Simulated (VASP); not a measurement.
Wanted: the native input for a VASP 6.6.1 run.

```
Task                   : relaxation of cell and atoms
Functional             : optB88-vdW
Potentials or basis    : VASP PAW PBE potentials, release 64 (Al, Hg)
Cutoff                 : 600 eV
k mesh                 : 8 × 8 × 8
Occupations            : fermi-dirac, width 0.05 eV
Spin                   : no spin polarisation
Further INCAR settings : ALGO = Fast; EDIFF = 1e-06; IBRION = 2; EDIFFG = -0.005; NSW = 60; ISIF = 3
```

The structure of AlHg lies in POSCAR:

```
AlHg
1.0
    0.0000000000      3.0685300000      3.0685300000
    3.0685300000      0.0000000000      3.0685300000
    3.0685300000      3.0685300000      0.0000000000
Al Hg
1 1
Direct
    0.0000000000      0.0000000000      0.0000000000
    0.7500000000      0.7500000000      0.7500000000
```

The cell was built by a generator and needn't be a form met in nature.

The input as run:

INCAR

```
SYSTEM = AlHg
PREC = Accurate
ENCUT = 600
EDIFF = 1E-6
ISMEAR = -1
SIGMA = 0.05
LREAL = .FALSE.
LASPH = .TRUE.
NELM = 100
ALGO = Fast
ISIF = 3
LWAVE = .FALSE.
LCHARG = .FALSE.
GGA = BO
LUSE_VDW = .TRUE.
AGGAC = 0.0
PARAM1 = 0.1833333333
PARAM2 = 0.22
IBRION = 2
NSW = 60
EDIFFG = -0.005
```

KPOINTS

```
Automatic mesh
0
G
  8 8 8
  0 0 0
```

Potentials or basis: VASP PAW PBE potentials, release 64 (Al, Hg).

Launch:

```sh
$ cat potpaw_PBE.64/Al/POTCAR potpaw_PBE.64/Hg/POTCAR > POTCAR
$ mpirun -np 1 vasp_std > vasp.out
```

It gave:

* Relaxed volume: 28.73 Å³/atom
* Relaxed cell: a = 4.331 Å, b = 4.331 Å, c = 4.331 Å, α = 60.00°, β = 60.00°, γ = 60.00°
* Space group after relaxing (to 0.05 Å): F-43m (No. 216)
* Energy gained by relaxing: 0.1 meV/atom
* Ionic steps: 2
* Pressure after relaxing: 0.0 GPa
* Band gap on the k mesh: none (metal or under the smearing width)

Caveat: the PAW data sets were made with another functional, which shifts forces and pressure a little.

Run time: 2.1 min on 1 thread of Intel(R) Xeon(R) Platinum 8488C (Sapphire Rapids), on a shared host, peak memory 0.47 GiB.
